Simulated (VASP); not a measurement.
Given:

```
CELL_PARAMETERS angstrom
      1.63057    -2.82423     0.00000
      1.63057     2.82423     0.00000
      0.00000     0.00000     5.27084
ATOMIC_POSITIONS crystal
  Zn 0.66667 0.33333 0.50156
  Zn 0.33333 0.66667 0.00156
  O  0.66667 0.33333 0.88044
  O  0.33333 0.66667 0.38044
```

The numbers are results of PBE GGA with D3 dispersion (Becke-Johnson damping), VASP's PBE PAW potentials (set 64) (plane waves; VASP), not measurements. Run with 520 eV cut-off, 9×9×5 Γ-centred mesh, tetrahedra with Blöchl corrections, potentials Zn O.

Question: Estimate the energy per atom (σ→0), band gap (on the k-mesh) with the smallest direct gap where there is one.

Answer: 
The band gap (on the k-mesh) is 0.75 eV and the smallest direct gap (on the k-mesh) is 0.75 eV. The energy per atom (σ→0) is -4.682 eV/atom.

Only differences to runs with the same potentials and settings are physical.

The compound is ZnO in the wurtzite structure. It was relaxed first.
